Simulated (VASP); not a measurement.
Calculation: PBE GGA, VASP's PBE PAW potentials (set 64) (plane waves; VASP).

VASP input:

INCAR:
```
SYSTEM = B32N31
PREC = Normal
ENCUT = 400
EDIFF = 1E-5
NELM = 100
ALGO = Fast
LREAL = Auto
LASPH = .TRUE.
ISMEAR = 0
SIGMA = 0.05
GGA = PE
LWAVE = .TRUE.
LCHARG = .FALSE.
NELMIN = 4
ISYM = 0
NELECT = 252.0
IBRION = 2
ISIF = 2
NSW = 60
EDIFFG = -0.03
```

File KPOINTS:
```
Automatic
0
gamma
 1 1 1
0 0 0
```

### POSCAR
```
B32N31
1
    7.2488848260     0.0000000000     0.0000000000
    0.0000000000     7.2488848260     0.0000000000
   -0.0000000000    -0.0000000000     7.2488848260
B N
32 31
Direct
  0.5000000000   0.0000000000   0.0000000000
  0.7542500000   0.2443960000   0.0027680000
  0.7565400000   0.0004990000   0.2501000000
  0.0000000000   0.0000000000   0.0000000000
  0.2500000000   0.2500000000   0.0000000000
  0.5034640000   0.5003420000   0.0042300000
  0.7500000000   0.7500000000   0.0000000000
  0.2500000000   0.0000000000   0.2500000000
  0.5027990000   0.2568010000   0.2518910000
  0.7433380000   0.4950150000   0.2520100000
  0.5023430000   0.0048060000   0.4966110000
  0.7568420000   0.2444690000   0.5041040000
  0.7500000000   0.0000000000   0.7500000000
  0.0000000000   0.5000000000   0.0000000000
  0.2500000000   0.7500000000   0.0000000000
  0.0000000000   0.2500000000   0.2500000000
  0.2509300000   0.5001480000   0.2500930000
  0.4935730000   0.7458280000   0.2467210000
  0.0000000000   0.0000000000   0.5000000000
  0.2448550000   0.2553360000   0.4945690000
  0.5049040000   0.4932310000   0.4948080000
  0.7539510000   0.7458770000   0.4992010000
  0.2500000000   0.0000000000   0.7500000000
  0.4990230000   0.2521100000   0.7493740000
  0.7498040000   0.4956120000   0.7454940000
  0.0000000000   0.7500000000   0.2500000000
  0.0000000000   0.5000000000   0.5000000000
  0.2500000000   0.7500000000   0.5000000000
  0.0000000000   0.2500000000   0.7500000000
  0.2500000000   0.5000000000   0.7500000000
  0.5000000000   0.7500000000   0.7500000000
  0.0000000000   0.7500000000   0.7500000000
  0.6196410000   0.1265320000   0.1221840000
  0.8809870000   0.3797330000   0.1291490000
  0.8812910000   0.1288130000   0.3762530000
  0.1250000000   0.1250000000   0.1250000000
  0.3787780000   0.3756750000   0.1202730000
  0.6279950000   0.6183040000   0.1251820000
  0.8750000000   0.8750000000   0.1250000000
  0.3797080000   0.1264600000   0.3743830000
  0.8681490000   0.6190840000   0.3759450000
  0.6282700000   0.1318770000   0.6184210000
  0.8691190000   0.3719870000   0.6192700000
  0.8750000000   0.1250000000   0.8750000000
  0.1250000000   0.6250000000   0.1250000000
  0.3750000000   0.8750000000   0.1250000000
  0.1250000000   0.3750000000   0.3750000000
  0.3744390000   0.6256050000   0.3760590000
  0.6250000000   0.8750000000   0.3750000000
  0.1250000000   0.1250000000   0.6250000000
  0.3683970000   0.3696250000   0.6214780000
  0.6221070000   0.6255510000   0.6196640000
  0.8750000000   0.8750000000   0.6250000000
  0.3750000000   0.1250000000   0.8750000000
  0.6250000000   0.3750000000   0.8750000000
  0.8750000000   0.6250000000   0.8750000000
  0.1250000000   0.8750000000   0.3750000000
  0.1250000000   0.6250000000   0.6250000000
  0.3750000000   0.8750000000   0.6250000000
  0.1250000000   0.3750000000   0.8750000000
  0.3750000000   0.6250000000   0.8750000000
  0.6250000000   0.8750000000   0.8750000000
  0.1250000000   0.8750000000   0.8750000000
```

POTCAR, in this order: B N (PBE.64 set). Program: vasp_gam.

Output

OSZICAR:
```
...
DAV:   1    -0.529672721320E+03   -0.26973E-02   -0.13828E+00   316   0.310E+00    0.250E-01
RMM:   2    -0.529673473587E+03   -0.75227E-03   -0.19481E-02   316   0.357E-01    0.123E-01
RMM:   3    -0.529673606516E+03   -0.13293E-03   -0.39039E-03   320   0.137E-01    0.718E-02
RMM:   4    -0.529673610862E+03   -0.43459E-05   -0.59123E-04   321   0.524E-02    0.286E-02
RMM:   5    -0.529673620133E+03   -0.92705E-05   -0.13181E-04   281   0.235E-02    0.111E-02
RMM:   6    -0.529673621203E+03   -0.10702E-05   -0.46086E-05   224   0.126E-02
  49 F= -.52967362E+03 E0= -.52967362E+03  d E =-.631371E-02
       N       E                     dE             d eps       ncg     rms          rms(c)
DAV:   1    -0.529674124780E+03   -0.50465E-03   -0.55265E+00   316   0.621E+00    0.498E-01
RMM:   2    -0.529677089458E+03   -0.29647E-02   -0.77140E-02   316   0.714E-01    0.245E-01
RMM:   3    -0.529677567978E+03   -0.47852E-03   -0.15429E-02   319   0.273E-01    0.139E-01
RMM:   4    -0.529677601964E+03   -0.33987E-04   -0.23654E-03   324   0.104E-01    0.575E-02
RMM:   5    -0.529677637288E+03   -0.35323E-04   -0.50402E-04   319   0.462E-02    0.215E-02
RMM:   6    -0.529677641553E+03   -0.42658E-05   -0.16412E-04   281   0.240E-02    0.138E-02
RMM:   7    -0.529677640272E+03    0.12820E-05   -0.23040E-05   210   0.102E-02
  50 F= -.52967764E+03 E0= -.52967764E+03  d E =-.103328E-01
       N       E                     dE             d eps       ncg     rms          rms(c)
DAV:   1    -0.529681450650E+03   -0.38091E-02   -0.24859E-01   360   0.134E+00    0.112E-01
RMM:   2    -0.529681598023E+03   -0.14737E-03   -0.37354E-03   316   0.162E-01    0.549E-02
RMM:   3    -0.529681614471E+03   -0.16448E-04   -0.70160E-04   319   0.607E-02    0.297E-02
RMM:   4    -0.529681615957E+03   -0.14859E-05   -0.11038E-04   289   0.230E-02    0.119E-02
RMM:   5    -0.529681617667E+03   -0.17100E-05   -0.23018E-05   209   0.984E-03
  51 F= -.52968162E+03 E0= -.52968162E+03  d E =-.397740E-02
       N       E                     dE             d eps       ncg     rms          rms(c)
DAV:   1    -0.529688757420E+03   -0.71415E-02   -0.22356E+00   316   0.402E+00    0.336E-01
RMM:   2    -0.529690134771E+03   -0.13774E-02   -0.33894E-02   316   0.487E-01    0.165E-01
RMM:   3    -0.529690269898E+03   -0.13513E-03   -0.61699E-03   319   0.182E-01    0.912E-02
RMM:   4    -0.529690279030E+03   -0.91323E-05   -0.10033E-03   324   0.693E-02    0.353E-02
RMM:   5    -0.529690294253E+03   -0.15223E-04   -0.19771E-04   313   0.293E-02    0.138E-02
RMM:   6    -0.529690295416E+03   -0.11624E-05   -0.52910E-05   234   0.144E-02
  52 F= -.52969030E+03 E0= -.52969030E+03  d E =-.126551E-01
       N       E                     dE             d eps       ncg     rms          rms(c)
DAV:   1    -0.529685145974E+03    0.51483E-02   -0.89408E+00   316   0.804E+00    0.672E-01
RMM:   2    -0.529690750607E+03   -0.56046E-02   -0.13536E-01   316   0.977E-01    0.330E-01
RMM:   3    -0.529691210606E+03   -0.46000E-03   -0.24498E-02   319   0.364E-01    0.179E-01
RMM:   4    -0.529691256787E+03   -0.46181E-04   -0.39335E-03   323   0.138E-01    0.711E-02
RMM:   5    -0.529691315282E+03   -0.58495E-04   -0.76983E-04   323   0.589E-02    0.274E-02
RMM:   6    -0.529691320717E+03   -0.54347E-05   -0.20828E-04   310   0.286E-02    0.130E-02
RMM:   7    -0.529691321292E+03   -0.57524E-06   -0.34234E-05   214   0.122E-02
  53 F= -.52969132E+03 E0= -.52969132E+03  d E =-.136810E-01
       N       E                     dE             d eps       ncg     rms          rms(c)
DAV:   1    -0.529692210920E+03   -0.89020E-03   -0.21308E+00   316   0.393E+00    0.324E-01
RMM:   2    -0.529693540115E+03   -0.13292E-02   -0.32223E-02   316   0.475E-01    0.161E-01
RMM:   3    -0.529693638649E+03   -0.98533E-04   -0.57824E-03   319   0.177E-01    0.864E-02
RMM:   4    -0.529693648659E+03   -0.10010E-04   -0.93766E-04   323   0.672E-02    0.337E-02
RMM:   5    -0.529693663253E+03   -0.14594E-04   -0.18206E-04   308   0.283E-02    0.136E-02
RMM:   6    -0.529693664650E+03   -0.13974E-05   -0.48400E-05   229   0.138E-02
  54 F= -.52969366E+03 E0= -.52969366E+03  d E =-.160244E-01
       N       E                     dE             d eps       ncg     rms          rms(c)
DAV:   1    -0.529699353287E+03   -0.56900E-02   -0.73298E-01   344   0.233E+00    0.195E-01
RMM:   2    -0.529699682443E+03   -0.32916E-03   -0.10841E-02   316   0.278E-01    0.965E-02
RMM:   3    -0.529699681608E+03    0.83487E-06   -0.20849E-03   319   0.106E-01    0.491E-02
RMM:   4    -0.529699691548E+03   -0.99399E-05   -0.34196E-04   322   0.404E-02    0.212E-02
RMM:   5    -0.529699696242E+03   -0.46947E-05   -0.63499E-05   244   0.171E-02
  55 F= -.52969970E+03 E0= -.52969970E+03  d E =-.603159E-02
       N       E                     dE             d eps       ncg     rms          rms(c)
DAV:   1    -0.529702216116E+03   -0.25246E-02   -0.15829E+00   316   0.342E+00    0.286E-01
RMM:   2    -0.529702979690E+03   -0.76357E-03   -0.23499E-02   316   0.411E-01    0.143E-01
RMM:   3    -0.529702977282E+03    0.24089E-05   -0.45150E-03   319   0.157E-01    0.715E-02
RMM:   4    -0.529703005128E+03   -0.27847E-04   -0.75682E-04   324   0.597E-02    0.314E-02
RMM:   5    -0.529703015269E+03   -0.10141E-04   -0.13488E-04   294   0.249E-02    0.123E-02
RMM:   6    -0.529703016269E+03   -0.10002E-05   -0.30342E-05   216   0.112E-02
  56 F= -.52970302E+03 E0= -.52970302E+03  d E =-.935162E-02
       N       E                     dE             d eps       ncg     rms          rms(c)
DAV:   1    -0.529707110112E+03   -0.40948E-02   -0.45620E-01   360   0.187E+00    0.149E-01
RMM:   2    -0.529707375732E+03   -0.26562E-03   -0.62355E-03   316   0.216E-01    0.769E-02
RMM:   3    -0.529707379597E+03   -0.38648E-05   -0.11009E-03   319   0.806E-02    0.375E-02
RMM:   4    -0.529707389179E+03   -0.95820E-05   -0.22746E-04   325   0.312E-02    0.149E-02
RMM:   5    -0.529707391856E+03   -0.26767E-05   -0.34135E-05   220   0.125E-02
  57 F= -.52970739E+03 E0= -.52970739E+03  d E =-.437559E-02
       N       E                     dE             d eps       ncg     rms          rms(c)
DAV:   1    -0.529709375701E+03   -0.19865E-02   -0.61723E-01   316   0.217E+00    0.174E-01
RMM:   2    -0.529709738436E+03   -0.36273E-03   -0.84820E-03   316   0.252E-01    0.897E-02
RMM:   3    -0.529709743979E+03   -0.55436E-05   -0.14945E-03   319   0.940E-02    0.440E-02
RMM:   4    -0.529709756632E+03   -0.12652E-04   -0.30801E-04   324   0.365E-02    0.173E-02
RMM:   5    -0.529709760461E+03   -0.38293E-05   -0.47496E-05   225   0.147E-02
  58 F= -.52970976E+03 E0= -.52970976E+03  d E =-.674419E-02
       N       E                     dE             d eps       ncg     rms          rms(c)
DAV:   1    -0.529709866186E+03   -0.10955E-03   -0.46951E-02   360   0.599E-01    0.480E-02
RMM:   2    -0.529709897110E+03   -0.30925E-04   -0.66267E-04   316   0.706E-02    0.250E-02
RMM:   3    -0.529709897974E+03   -0.86327E-06   -0.11548E-04   298   0.262E-02    0.126E-02
RMM:   4    -0.529709898920E+03   -0.94579E-06   -0.23285E-05   203   0.102E-02
  59 F= -.52970990E+03 E0= -.52970990E+03  d E =-.688265E-02
       N       E                     dE             d eps       ncg     rms          rms(c)
DAV:   1    -0.529712284876E+03   -0.23869E-02   -0.32725E-01   328   0.161E+00    0.121E-01
RMM:   2    -0.529712508206E+03   -0.22333E-03   -0.46840E-03   316   0.191E-01    0.628E-02
RMM:   3    -0.529712494909E+03    0.13298E-04   -0.71000E-04   317   0.696E-02    0.299E-02
RMM:   4    -0.529712501061E+03   -0.61520E-05   -0.16010E-04   315   0.273E-02    0.115E-02
RMM:   5    -0.529712502696E+03   -0.16351E-05   -0.22180E-05   211   0.109E-02
  60 F= -.52971250E+03 E0= -.52971250E+03  d E =-.260378E-02
```

File OUTCAR:
```
------------------------ aborting loop because EDIFF is reached ----------------------------------------
  FORCE on cell =-STRESS in cart. coord.  units (eV):
  Direction    XX          YY          ZZ          XY          YZ          ZX
  --------------------------------------------------------------------------------------
  Total        6.1756133     -2.7683825     -2.7572092     11.3028807      0.4070951     11.3555472
  in kB       25.9762872    -11.6445598    -11.5975619     47.5429502      1.7123514     47.7644796
  external PRESSURE =       0.9113885 kB  Pullay stress =       0.0000000 kB
  volume of cell :      380.90
      direct lattice vectors                 reciprocal lattice vectors
     7.248884826  0.000000000  0.000000000     0.137952254  0.000000000  0.000000000
     0.000000000  7.248884826  0.000000000     0.000000000  0.137952254  0.000000000
     0.000000000  0.000000000  7.248884826     0.000000000  0.000000000  0.137952254
  FREE ENERGIE OF THE ION-ELECTRON SYSTEM (eV)
  ---------------------------------------------------
  free  energy   TOTEN  =      -529.7125026957 eV

  energy  without entropy=     -529.7125026957  energy(sigma->0) =     -529.71250270
```
(Selected blocks of OUTCAR.)

**CONTCAR**
```
B32N31
   1.00000000000000
     7.2488848260000003    0.0000000000000000    0.0000000000000000
     0.0000000000000000    7.2488848260000003    0.0000000000000000
     0.0000000000000000    0.0000000000000000    7.2488848260000003
  B               N
    32    31
Direct
     0.5009189836010356    0.0047083850251975    0.0045271809223280
     0.7464619654897173    0.2526736577456779    0.0041978513997761
     0.7465494565863582    0.0046034161015942    0.2525149976513948
     0.9994409801872614    0.0008590431291317    0.0006896063387830
     0.2486309482806648    0.2492919527785302    0.9954477435829648
     0.4991916475107920    0.4983702283163906    0.9988383839463306
     0.7518417635878213    0.7517042528893063    0.0012934547028294
     0.2485320693638324    0.9956128984281606    0.2490600364884146
     0.4723198264141784    0.2682646374236497    0.2680400248417357
     0.7582732962904517    0.5047596800868419    0.2543720146180214
     0.4992768224056867    0.9991278401808636    0.4981152002156717
     0.7586928277222240    0.2544106643616644    0.5048711640468648
     0.7519664510256292    0.0014430580366758    0.7515105453391587
     0.0011449065074607    0.5018970245118222    0.9992077489947424
     0.2518407021426507    0.7500546287214591    0.9986307205547795
     0.0009703395746575    0.2503774984238811    0.2500785820502217
     0.2478489106108174    0.5006096041704424    0.2450749119887322
     0.5013140360322588    0.7477251501401965    0.2503185798149204
     0.0011557277486347    0.9992826218634547    0.5015624500667888
     0.2476596271536328    0.2452969523848355    0.5002956713936770
     0.4903648048094662    0.4385984339449389    0.4383804448898193
     0.7486483022060721    0.7493572500046732    0.5057467656344468
     0.2518000109591306    0.9988135587680114    0.7497482627060303
     0.5012696167827526    0.2504752509589269    0.7474340897860651
     0.7486151797202080    0.5059479694176968    0.7492957788747749
     0.9997749651654859    0.7511352594060376    0.2508502629174437
     0.0029735928529668    0.5004068711436543    0.5001943371590170
     0.2563094752907122    0.7453105794544669    0.4991238419831280
     0.0000883577966611    0.2510873880412025    0.7510652743713719
     0.2562828851036401    0.4995275519974768    0.7450655063494040
     0.5055707871859457    0.7483021435305991    0.7480756105905396
     0.0024528040398521    0.7506954562649418    0.7504028685159813
     0.6220088728963534    0.1335829353839478    0.1333789345102817
     0.8752750982238834    0.3762775324679346    0.1282549526699129
     0.8753402816844047    0.1286300897967115    0.3761138981626355
     0.1243082757235786    0.1239455245923268    0.1237392182640388
     0.3661076062952427    0.3753266051238502    0.1161639473527645
     0.6259549776262796    0.6216444570127677    0.1282772690038023
     0.8741579990713886    0.8772413791844957    0.1271147909779787
     0.3660200406191275    0.1163981449138163    0.3751169899040888
     0.8777039919050462    0.6258063850239972    0.3773007036970203
     0.6260992379403642    0.1283956460663478    0.6215864959749103
     0.8779257954063175    0.3775030655717092    0.6257789791526082
     0.8743434138031240    0.1272355002058056    0.8769977989856977
     0.1234543183003183    0.6269711844084920    0.1234730833874883
     0.3761159442254793    0.8740185983660900    0.1243376794733917
     0.1245057304737405    0.3744197273520395    0.3741417226501512
     0.3779267173201240    0.6188140543799365    0.3675403772600945
     0.6251288950655247    0.8750467300437572    0.3758045543412549
     0.1234995331122239    0.1235566002714193    0.6267038086216760
     0.3778016971786405    0.3676808210996642    0.6185523284056411
     0.6353960424849646    0.6347248107259649    0.6345238468400559
     0.8784839370150728    0.8775539948282111    0.6261219548143068
     0.3760828891436195    0.1245038746514002    0.8737859513117857
     0.6250461676074363    0.3760356687230983    0.8747252650737032
     0.8785093039927649    0.6264367050519573    0.8773931100407052
     0.1244504699108293    0.8723990165283402    0.3746817181779596
     0.1290661763932326    0.6246987594893302    0.6242917021454510
     0.3773120477538128    0.8740168675746428    0.6245403924939179
     0.1246028726933401    0.3751034716810295    0.8722269228138408
     0.3772665260043435    0.6249033988199986    0.8738247235250275
     0.6263281984631960    0.8796728924980539    0.8794912683787254
     0.1260918715175714    0.8754406505104918    0.8752206988529274
```

stdout:
```
...
RMM:   3    -0.529702977282E+03    0.24089E-05   -0.45150E-03   319   0.157E-01    0.715E-02
RMM:   4    -0.529703005128E+03   -0.27847E-04   -0.75682E-04   324   0.597E-02    0.314E-02
RMM:   5    -0.529703015269E+03   -0.10141E-04   -0.13488E-04   294   0.249E-02    0.123E-02
RMM:   6    -0.529703016269E+03   -0.10002E-05   -0.30342E-05   216   0.112E-02
  56 F= -.52970302E+03 E0= -.52970302E+03  d E =-.935162E-02
 bond charge predicted
       N       E                     dE             d eps       ncg     rms          rms(c)
DAV:   1    -0.529707110112E+03   -0.40948E-02   -0.45620E-01   360   0.187E+00    0.149E-01
RMM:   2    -0.529707375732E+03   -0.26562E-03   -0.62355E-03   316   0.216E-01    0.769E-02
RMM:   3    -0.529707379597E+03   -0.38648E-05   -0.11009E-03   319   0.806E-02    0.375E-02
RMM:   4    -0.529707389179E+03   -0.95820E-05   -0.22746E-04   325   0.312E-02    0.149E-02
RMM:   5    -0.529707391856E+03   -0.26767E-05   -0.34135E-05   220   0.125E-02
  57 F= -.52970739E+03 E0= -.52970739E+03  d E =-.437559E-02
 trial-energy change:   -0.004376  1 .order   -0.004326   -0.005399   -0.003252
 bond charge predicted
       N       E                     dE             d eps       ncg     rms          rms(c)
DAV:   1    -0.529709375701E+03   -0.19865E-02   -0.61723E-01   316   0.217E+00    0.174E-01
RMM:   2    -0.529709738436E+03   -0.36273E-03   -0.84820E-03   316   0.252E-01    0.897E-02
RMM:   3    -0.529709743979E+03   -0.55436E-05   -0.14945E-03   319   0.940E-02    0.440E-02
RMM:   4    -0.529709756632E+03   -0.12652E-04   -0.30801E-04   324   0.365E-02    0.173E-02
RMM:   5    -0.529709760461E+03   -0.38293E-05   -0.47496E-05   225   0.147E-02
  58 F= -.52970976E+03 E0= -.52970976E+03  d E =-.674419E-02
 ZBRENT: extrapolating
 bond charge predicted
       N       E                     dE             d eps       ncg     rms          rms(c)
DAV:   1    -0.529709866186E+03   -0.10955E-03   -0.46951E-02   360   0.599E-01    0.480E-02
RMM:   2    -0.529709897110E+03   -0.30925E-04   -0.66267E-04   316   0.706E-02    0.250E-02
RMM:   3    -0.529709897974E+03   -0.86327E-06   -0.11548E-04   298   0.262E-02    0.126E-02
RMM:   4    -0.529709898920E+03   -0.94579E-06   -0.23285E-05   203   0.102E-02
  59 F= -.52970990E+03 E0= -.52970990E+03  d E =-.688265E-02
 bond charge predicted
       N       E                     dE             d eps       ncg     rms          rms(c)
DAV:   1    -0.529712284876E+03   -0.23869E-02   -0.32725E-01   328   0.161E+00    0.121E-01
RMM:   2    -0.529712508206E+03   -0.22333E-03   -0.46840E-03   316   0.191E-01    0.628E-02
RMM:   3    -0.529712494909E+03    0.13298E-04   -0.71000E-04   317   0.696E-02    0.299E-02
RMM:   4    -0.529712501061E+03   -0.61520E-05   -0.16010E-04   315   0.273E-02    0.115E-02
RMM:   5    -0.529712502696E+03   -0.16351E-05   -0.22180E-05   211   0.109E-02
  60 F= -.52971250E+03 E0= -.52971250E+03  d E =-.260378E-02
 trial-energy change:   -0.002604  1 .order   -0.002560   -0.003775   -0.001346
 writing wavefunctions
```

The run did not converge; its last values are not results.

The run did not end as a converged relaxation. At this cut-off the stress carries a Pulay error, which pulls relaxed volumes low. The cell is charged, with a uniform compensating background. The supercell is sampled at Γ alone, which is coarse: total energies, pressure and levels can be off, energies of defects by several tenths of an eV.

The cell is a supercell with a defect, built from BN (zinc blende): vac_N, charge -1. The run is not spin-polarised, so no state with unpaired spins was tried.
